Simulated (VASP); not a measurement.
All values below come from LDA (Ceperley-Alder, Perdew-Zunger), VASP's LDA PAW potentials (set 64) (plane waves; VASP).

VASP input:

### POSCAR
```
Hf
1
    1.5612440425    -2.7041539690     0.0000000000
    1.5612440425     2.7041539690     0.0000000000
    0.0000000000     0.0000000000     4.9372616339
Hf
2
Direct
  0.3333330000   0.6666670000   0.2500000000
  0.6666670000   0.3333330000   0.7500000000
```

### INCAR
```
! general
SYSTEM =Hf
PREC   =Accurate
ENCUT  =530   ! plane-wave cut-off (eV)
LREAL  =F   ! projection in real space or not
LASPH  =T   ! aspherical one-centre terms

! electronic loop
EDIFF  =1E-7
NELM   =100
ALGO   =Normal   ! blocked Davidson
LMAXMIX=6

! smearing
ISMEAR =1   ! Methfessel-Paxton
SIGMA  =0.1   ! width (eV)

! ions
IBRION =6   ! finite differences
NSW    =1
ISIF   =3
POTIM  =0.015   ! step
NFREE  =2

! output
LWAVE  =F
LCHARG =F
```

**KPOINTS**
```
Automatic mesh
0
Gamma
12 12 7
0 0 0
```

POTCAR, in this order: Hf_pv (LDA.64 set). Program: vasp_std.

The resulting files:

**OSZICAR**
```
...
DAV:   7    -0.213852925688E+02    0.56071E-07   -0.54715E-07 10414   0.619E-03
   8 F= -.21385293E+02 E0= -.21384933E+02  d E =-.107757E-02
       N       E                     dE             d eps       ncg     rms          rms(c)
DAV:   1    -0.214317816706E+02   -0.46489E-01   -0.15138E+00  8720   0.950E+00    0.140E+00
DAV:   2    -0.213970626720E+02    0.34719E-01   -0.39366E-02 10382   0.149E+00    0.592E-01
DAV:   3    -0.213858513648E+02    0.11211E-01   -0.18605E-02 11208   0.945E-01    0.432E-01
DAV:   4    -0.213853465505E+02    0.50481E-03   -0.18583E-03 11386   0.331E-01    0.225E-01
DAV:   5    -0.213852934462E+02    0.53104E-04   -0.12037E-04 11618   0.834E-02    0.301E-02
DAV:   6    -0.213852926177E+02    0.82851E-06   -0.10563E-05 10502   0.264E-02    0.131E-02
DAV:   7    -0.213852925695E+02    0.48257E-07   -0.28251E-07  9740   0.488E-03
   9 F= -.21385293E+02 E0= -.21384933E+02  d E =-.107747E-02
       N       E                     dE             d eps       ncg     rms          rms(c)
DAV:   1    -0.213972976865E+02   -0.12005E-01   -0.12856E+00  7840   0.948E+00    0.815E-01
DAV:   2    -0.213873347209E+02    0.99630E-02   -0.20630E-02 10648   0.116E+00    0.462E-01
DAV:   3    -0.213842088182E+02    0.31259E-02   -0.50908E-03 10260   0.522E-01    0.342E-01
DAV:   4    -0.213849975219E+02   -0.78870E-03   -0.33257E-03 10736   0.423E-01    0.128E-01
DAV:   5    -0.213855311600E+02   -0.53364E-03   -0.31376E-04 10132   0.135E-01    0.258E-02
DAV:   6    -0.213856418802E+02   -0.11072E-03   -0.97407E-06 10620   0.242E-02    0.674E-03
DAV:   7    -0.213856627430E+02   -0.20863E-04   -0.48162E-07  9452   0.504E-03    0.247E-03
DAV:   8    -0.213856626901E+02    0.52941E-07   -0.14070E-08  5288   0.937E-04
  10 F= -.21385663E+02 E0= -.21385268E+02  d E =-.118489E-02
       N       E                     dE             d eps       ncg     rms          rms(c)
DAV:   1    -0.214228226961E+02   -0.37160E-01   -0.14488E+00  8170   0.920E+00    0.104E+00
DAV:   2    -0.213957808555E+02    0.27042E-01   -0.29595E-02 10014   0.134E+00    0.687E-01
DAV:   3    -0.213863977233E+02    0.93831E-02   -0.11926E-02 10252   0.821E-01    0.501E-01
DAV:   4    -0.213856712636E+02    0.72646E-03   -0.20535E-03 10402   0.366E-01    0.188E-01
DAV:   5    -0.213856645457E+02    0.67179E-05   -0.84421E-05  9736   0.737E-02    0.179E-02
DAV:   6    -0.213856640315E+02    0.51420E-06   -0.37500E-06 10658   0.138E-02    0.753E-03
DAV:   7    -0.213856638783E+02    0.15318E-06   -0.29388E-07  8412   0.483E-03    0.116E-03
DAV:   8    -0.213856638775E+02    0.79672E-09   -0.28626E-08  4952   0.160E-03
  11 F= -.21385664E+02 E0= -.21385269E+02  d E =-.118494E-02
       N       E                     dE             d eps       ncg     rms          rms(c)
DAV:   1    -0.214023090925E+02   -0.16645E-01   -0.11236E+00  8434   0.807E+00    0.829E-01
DAV:   2    -0.213911226712E+02    0.11186E-01   -0.17940E-02 10312   0.106E+00    0.488E-01
DAV:   3    -0.213864176716E+02    0.47050E-02   -0.46689E-03 10184   0.522E-01    0.306E-01
DAV:   4    -0.213855828769E+02    0.83479E-03   -0.22439E-03 10612   0.375E-01    0.111E-01
DAV:   5    -0.213856536955E+02   -0.70819E-04   -0.23183E-04 10204   0.119E-01    0.148E-02
DAV:   6    -0.213856661274E+02   -0.12432E-04   -0.68728E-06 10066   0.207E-02    0.418E-03
DAV:   7    -0.213856667973E+02   -0.66997E-06   -0.19751E-07  8676   0.335E-03    0.135E-03
DAV:   8    -0.213856671401E+02   -0.34283E-06   -0.10192E-08  5042   0.778E-04    0.363E-04
DAV:   9    -0.213856672545E+02   -0.11439E-06   -0.19607E-09  4628   0.299E-04    0.567E-05
DAV:  10    -0.213856672779E+02   -0.23347E-07   -0.58150E-10  4376   0.137E-04
  12 F= -.21385667E+02 E0= -.21385272E+02  d E =-.118588E-02
       N       E                     dE             d eps       ncg     rms          rms(c)
DAV:   1    -0.214227549150E+02   -0.37088E-01   -0.14574E+00  8320   0.918E+00    0.110E+00
DAV:   2    -0.213957836337E+02    0.26971E-01   -0.30009E-02 10036   0.134E+00    0.645E-01
DAV:   3    -0.213864949964E+02    0.92886E-02   -0.11486E-02 10194   0.807E-01    0.469E-01
DAV:   4    -0.213856728328E+02    0.82216E-03   -0.21881E-03 10342   0.379E-01    0.193E-01
DAV:   5    -0.213856679962E+02    0.48367E-05   -0.99503E-05  9712   0.799E-02    0.210E-02
DAV:   6    -0.213856674559E+02    0.54028E-06   -0.38373E-06 10464   0.140E-02    0.879E-03
DAV:   7    -0.213856672915E+02    0.16437E-06   -0.38151E-07  9048   0.564E-03    0.574E-04
DAV:   8    -0.213856672932E+02   -0.17001E-08   -0.19079E-08  4910   0.127E-03
  13 F= -.21385667E+02 E0= -.21385272E+02  d E =-.118591E-02
       N       E                     dE             d eps       ncg     rms          rms(c)
DAV:   1    -0.213889056966E+02   -0.32384E-02   -0.14044E+00  8324   0.104E+01    0.537E-01
DAV:   2    -0.213888810258E+02    0.24671E-04   -0.50541E-02 11198   0.190E+00    0.326E-01
DAV:   3    -0.213865855403E+02    0.22955E-02   -0.31687E-03 10900   0.448E-01    0.118E-01
DAV:   4    -0.213866216754E+02   -0.36135E-04   -0.13463E-03 11228   0.290E-01    0.370E-02
DAV:   5    -0.213866867871E+02   -0.65112E-04   -0.86435E-05 10244   0.712E-02    0.669E-03
DAV:   6    -0.213866975900E+02   -0.10803E-04   -0.12062E-06 11326   0.922E-03    0.192E-03
DAV:   7    -0.213866997052E+02   -0.21152E-05   -0.64665E-08  6718   0.207E-03    0.451E-04
DAV:   8    -0.213867002713E+02   -0.56611E-06   -0.66609E-09  5614   0.669E-04    0.952E-05
DAV:   9    -0.213867003558E+02   -0.84413E-07   -0.14044E-09  4966   0.287E-04
  14 F= -.21386700E+02 E0= -.21386230E+02  d E =-.141248E-02
       N       E                     dE             d eps       ncg     rms          rms(c)
DAV:   1    -0.213801606270E+02    0.65396E-02   -0.21474E+00  8294   0.124E+01    0.214E-01
DAV:   2    -0.213868649602E+02   -0.67043E-02   -0.72658E-02  9290   0.218E+00    0.154E-01
DAV:   3    -0.213868006768E+02    0.64283E-04   -0.67004E-04 11294   0.205E-01    0.947E-02
DAV:   4    -0.213867029061E+02    0.97771E-04   -0.19921E-04  9566   0.122E-01    0.193E-02
DAV:   5    -0.213867012961E+02    0.16100E-05   -0.84247E-06 11324   0.254E-02    0.948E-03
DAV:   6    -0.213867004644E+02    0.83167E-06   -0.17536E-06  9968   0.120E-02    0.209E-03
DAV:   7    -0.213867004034E+02    0.60997E-07   -0.17826E-07  6646   0.393E-03
  15 F= -.21386700E+02 E0= -.21386230E+02  d E =-.141251E-02
       N       E                     dE             d eps       ncg     rms          rms(c)
DAV:   1    -0.213808175106E+02    0.58830E-02   -0.17564E+00  3136   0.117E+01    0.556E-01
DAV:   2    -0.213865882731E+02   -0.57708E-02   -0.63553E-02  3694   0.209E+00    0.129E-01
DAV:   3    -0.213865180072E+02    0.70266E-04   -0.61843E-04  4084   0.211E-01    0.753E-02
DAV:   4    -0.213864244233E+02    0.93584E-04   -0.75181E-05  3754   0.766E-02    0.145E-02
DAV:   5    -0.213864061574E+02    0.18266E-04   -0.87581E-06  3988   0.256E-02    0.430E-03
DAV:   6    -0.213864061074E+02    0.49962E-07   -0.36319E-07  3922   0.477E-03
  16 F= -.21386406E+02 E0= -.21385910E+02  d E =-.148894E-02
       N       E                     dE             d eps       ncg     rms          rms(c)
DAV:   1    -0.213772516339E+02    0.91545E-02   -0.28334E+00  3136   0.148E+01    0.948E-01
DAV:   2    -0.213864700469E+02   -0.92184E-02   -0.10890E-01  3490   0.268E+00    0.239E-01
DAV:   3    -0.213864591392E+02    0.10908E-04   -0.11000E-03  4030   0.280E-01    0.126E-01
DAV:   4    -0.213864049307E+02    0.54208E-04   -0.12533E-04  3502   0.101E-01    0.800E-03
DAV:   5    -0.213864043981E+02    0.53261E-06   -0.53087E-06  3988   0.192E-02    0.679E-03
DAV:   6    -0.213864038335E+02    0.56454E-06   -0.12761E-06  3730   0.101E-02    0.112E-03
DAV:   7    -0.213864038099E+02    0.23628E-07   -0.98525E-08  2078   0.278E-03
  17 F= -.21386404E+02 E0= -.21385907E+02  d E =-.148930E-02
```

### OUTCAR
```
------------------------ aborting loop because EDIFF is reached ----------------------------------------
  FORCE on cell =-STRESS in cart. coord.  units (eV):
  Direction    XX          YY          ZZ          XY          YZ          ZX
  --------------------------------------------------------------------------------------
  Total        0.0136778      0.0136778      0.0431961     -0.0000000      0.0000000     -0.0000000
  in kB        0.5256641      0.5256641      1.6601090     -0.0000000      0.0000000     -0.0000000
  external PRESSURE =       0.9038124 kB  Pullay stress =       0.0000000 kB
  volume of cell :       41.69
      direct lattice vectors                 reciprocal lattice vectors
     1.561244043 -2.704153969  0.000000000     0.320257427 -0.184900714  0.000000000
     1.561244043  2.704153969  0.000000000     0.320257427  0.184900714  0.000000000
     0.000000000  0.000000000  4.937261634     0.000000000  0.000000000  0.202541424
 POSITION                                       TOTAL-FORCE (eV/Angst)
 -----------------------------------------------------------------------------------
      1.56124      0.90139      1.21932         0.000000      0.000000      0.058697
      1.56124     -0.90139      3.70295        -0.000000     -0.000000     -0.058697
 -----------------------------------------------------------------------------------
    total drift:                                0.000001      0.000139     -0.002160
  FREE ENERGIE OF THE ION-ELECTRON SYSTEM (eV)
  ---------------------------------------------------
  free  energy   TOTEN  =       -21.3864038099 eV

  energy  without entropy=      -21.3849145056  energy(sigma->0) =      -21.38590738

   1 f  =    3.274348 THz    20.573338 2PiTHz  109.220509 cm-1    13.541611 meV
             X         Y         Z           dx          dy          dz
      1.561244  0.901386  1.234315    -0.000000    0.000000   -0.707107
      1.561244 -0.901386  3.702946     0.000000    0.000000    0.707107

   2 f  =    1.889799 THz    11.873959 2PiTHz   63.036916 cm-1     7.815578 meV
             X         Y         Z           dx          dy          dz
      1.561244  0.901386  1.234315     0.707107    0.000000   -0.000000
      1.561244 -0.901386  3.702946    -0.707107   -0.000000    0.000000

   3 f  =    1.889799 THz    11.873958 2PiTHz   63.036915 cm-1     7.815578 meV
             X         Y         Z           dx          dy          dz
      1.561244  0.901386  1.234315    -0.000000   -0.707107   -0.000000
      1.561244 -0.901386  3.702946    -0.000000    0.707107    0.000000

   4 f  =    0.000000 THz     0.000000 2PiTHz    0.000001 cm-1     0.000000 meV
             X         Y         Z           dx          dy          dz
      1.561244  0.901386  1.234315    -0.680565   -0.191916    0.000000
      1.561244 -0.901386  3.702946    -0.680565   -0.191916    0.000000

   5 f  =    0.000000 THz     0.000000 2PiTHz    0.000000 cm-1     0.000000 meV
             X         Y         Z           dx          dy          dz
      1.561244  0.901386  1.234315     0.000000    0.000000    0.707107
      1.561244 -0.901386  3.702946    -0.000000    0.000000    0.707107

   6 f/i=    0.000000 THz     0.000000 2PiTHz    0.000000 cm-1     0.000000 meV
             X         Y         Z           dx          dy          dz
      1.561244  0.901386  1.234315    -0.191916    0.680565    0.000000
      1.561244 -0.901386  3.702946    -0.191916    0.680565    0.000000

 ELASTIC MODULI CONTR FROM IONIC RELAXATION (kBar)
 Direction    XX          YY          ZZ          XY          YZ          ZX
 --------------------------------------------------------------------------------
 XX        -139.6555    139.6555     -0.0000     -0.0000      0.0000      0.0000
 YY         139.6555   -139.6555      0.0000      0.0000      0.0000      0.0000
 ZZ          -0.0000      0.0000     -0.0000     -0.0000      0.0000      0.0000
 XY          -0.0000      0.0000     -0.0000   -139.6555      0.0000      0.0000
 YZ           0.0000      0.0000      0.0000      0.0000     -0.0000     -0.0000
 ZX           0.0000      0.0000      0.0000      0.0000     -0.0000     -0.0000
 --------------------------------------------------------------------------------

 TOTAL ELASTIC MODULI (kBar)
 Direction    XX          YY          ZZ          XY          YZ          ZX
 --------------------------------------------------------------------------------
 XX        1776.6967    973.1657    809.2351     -0.0000      0.0000      0.0000
 YY         973.1657   1776.6966    809.2350      0.0000      0.0000      0.0000
 ZZ         809.2351    809.2350   2125.8046     -0.0000      0.0000     -0.0000
 XY          -0.0000      0.0000     -0.0000    401.7655      0.0000      0.0000
 YZ           0.0000      0.0000      0.0000      0.0000    408.7645     -0.0000
 ZX          -0.0000      0.0000     -0.0000     -0.0000     -0.0000    408.7646
 --------------------------------------------------------------------------------
```
(Selected blocks of OUTCAR.)

Finite-difference elastic constants of metals are sensitive to mesh and smearing; shear constants can be off by tens of GPa.

The compound is Hf in the hcp structure. It was relaxed first, which changed the volume by -6 %.
